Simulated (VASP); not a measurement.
Method: PBEsol GGA, VASP's PBE PAW potentials (set 64) (plane waves; VASP).

VASP input:

**KPOINTS**
```
Automatic mesh
0
Gamma
12 12 12
0 0 0
```

POSCAR:
```
BN
1
   -0.0000000000     1.8037966611     1.8037966611
    1.8037966611    -0.0000000000     1.8037966611
    1.8037966611     1.8037966611     0.0000000000
B N
1 1
Direct
  0.0000000000   0.0000000000   0.0000000000
  0.7500000000   0.7500000000   0.7500000000
```

### INCAR
```
# general
SYSTEM    =  BN
PREC      =  Accurate
ENCUT     =  520
LREAL     =  .False.
LASPH     =  .True.   # aspherical one-centre terms

# electronic loop
EDIFF     =  1E-8   # SCF stop (eV)
NELM      =  100
ALGO      =  Normal   # blocked Davidson

# smearing
ISMEAR    =  0
SIGMA     =  0.01   # width (eV)

# functional
GGA       =  PS

# ions
IBRION    =  8
NSW       =  1

# output
LWAVE     =  .False.
LCHARG    =  .False.

# other
LEPSILON  =  .True.
```

POTCAR, in this order: B N (PBE.64 set). Program: vasp_std.

The run wrote:

### OUTCAR
```


 HEAD OF MICROSCOPIC STATIC DIELECTRIC TENSOR (INDEPENDENT PARTICLE, excluding Hartree and local field effects)
 ------------------------------------------------------
           4.760039    -0.000000     0.000000
           0.000000     4.760039     0.000000
           0.000000     0.000000     4.760039
 ------------------------------------------------------

 MACROSCOPIC STATIC DIELECTRIC TENSOR (including local field effects in DFT)
 ------------------------------------------------------
           4.632049     0.000000     0.000000
           0.000000     4.632049    -0.000000
          -0.000000     0.000000     4.632049
 ------------------------------------------------------

 PIEZOELECTRIC TENSOR (including local field effects)  for field in x, y, z        (e  Angst)
          XX          YY          ZZ          XY          YZ          ZX
  --------------------------------------------------------------------------------
  x    -0.00000    -0.00000    -0.00000     0.00000     0.75522     0.00000
  y     0.00000    -0.00000     0.00000     0.00000     0.00000     0.75522
  z     0.00000     0.00000     0.00000     0.75522     0.00000     0.00000

 PIEZOELECTRIC TENSOR (including local field effects)  for field in x, y, z        (C/m^2)
          XX          YY          ZZ          XY          YZ          ZX
  --------------------------------------------------------------------------------
  x    -0.00000    -0.00000    -0.00000     0.00000     1.03084     0.00000
  y     0.00000    -0.00000     0.00000     0.00000     0.00000     1.03084
  z     0.00000     0.00000     0.00000     1.03084     0.00000     0.00000

 BORN EFFECTIVE CHARGES (including local field effects) (in |e|, cummulative output)
 ---------------------------------------------------------------------------------
 ion    1
    1     1.89994     0.00000    -0.00000
    2     0.00000     1.89994     0.00000
    3    -0.00000    -0.00000     1.89994
 ion    2
    1    -1.89994     0.00000     0.00000
    2     0.00000    -1.89994    -0.00000
    3     0.00000     0.00000    -1.89994
```
(Selected blocks of OUTCAR.)

The structure comes from a computed database's BN entry (F-43m); how it stands against other phases isn't given here. It was relaxed first.
